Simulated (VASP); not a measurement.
A VASP calculation is set up with these files.

**INCAR**
```
SYSTEM = PtC
PREC = Accurate; ENCUT = 520; LREAL = .FALSE.
LASPH = .TRUE.
EDIFF = 1E-6; NELM = 100; ALGO = Normal
LMAXMIX = 6
ISMEAR = 1; SIGMA = 0.1
GGA = PE
IBRION = 2; NSW = 60; ISIF = 3
EDIFFG = -0.01
LWAVE = .FALSE.; LCHARG = .FALSE.
```

### KPOINTS
```
Automatic mesh
0
Gamma
12 12 12
0 0 0
```

**POSCAR**
```
PtC
1
    0.0000000000     2.2896000000     2.2896000000
    2.2896000000     0.0000000000     2.2896000000
    2.2896000000     2.2896000000     0.0000000000
Pt C
1 1
Direct
  0.0000000000   0.0000000000   0.0000000000
  0.5000000000   0.5000000000   0.5000000000
```

POTCAR, in this order: Pt C (PBE.64 set). Program: vasp_std.

Q: Write an equivalent input for Ansatz.

A: One equivalent input (not run):
Ansatz 0.2 input:
```yaml
crystal:
  lattice:
    - [0.0000000, 2.2896000, 2.2896000]
    - [2.2896000, 0.0000000, 2.2896000]
    - [2.2896000, 2.2896000, 0.0000000]
  atoms:
    - { symbol: Pt, position: [0.0000000, 0.0000000, 0.0000000] }
    - { symbol: C, position: [0.5000000, 0.5000000, 0.5000000] }
kpoints:
  mp_grid: { grid: [12, 12, 12] }
hamiltonian:
  xc: pbe
  pseudopotentials: { kind: paw }
scf:
  occupations: { method: methfessel_paxton, width: 0.1 }
  max_iter: 100
relax:
  max_steps: 60
  f_tol: 0.01
  cell: {}
output: { forces: true, stress: true, eigenvalues: true }
```
Limits of the translation: each code has its own PAW files, so the cut-off isn't converted (ENCUT is set for VASP's; basis.ecutwfc is left out, and Ansatz then takes the one that its files recommend); Ansatz stops its SCF on the density residual and VASP on the energy change (EDIFF).

The structure was generated: PtC was put into the rock salt type (Fm-3m), which need not be its known phase. This run relaxes it. Symmetry was kept, so distortions that lower it aren't found.
